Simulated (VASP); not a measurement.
Energy against volume of V (bcc). All values below come from TPSS meta-GGA, VASP's PBE PAW potentials (set 64) (plane waves; VASP). Numerical set-up: 520 eV cut-off, 17×17×17 Γ-centred mesh, first-order Methfessel-Paxton smearing of 0.10 eV, potentials V_sv.

```csv
V (Å³/atom),E (eV/atom)
12.334,-16.22599
12.728,-16.25250
13.122,-16.26249
13.515,-16.25811
```

Problem. Fit these four points and predict the energy of the run at 13.909 Å³/atom.

Solution. A cubic in V^(−2/3), the third-order Birch-Murnaghan form, passes through the four points with V0 = 13.19 Å³/atom and B0 = 191 GPa, and gives -16.2412 eV/atom there. The run gave -16.2411 eV/atom, +0.0 meV/atom from the fit; all five points give B0 = 191 GPa.

The compound is V in the bcc structure. It was relaxed first, which changed the volume by -5 %. The run is not spin-polarised, so no magnetic state was tried.
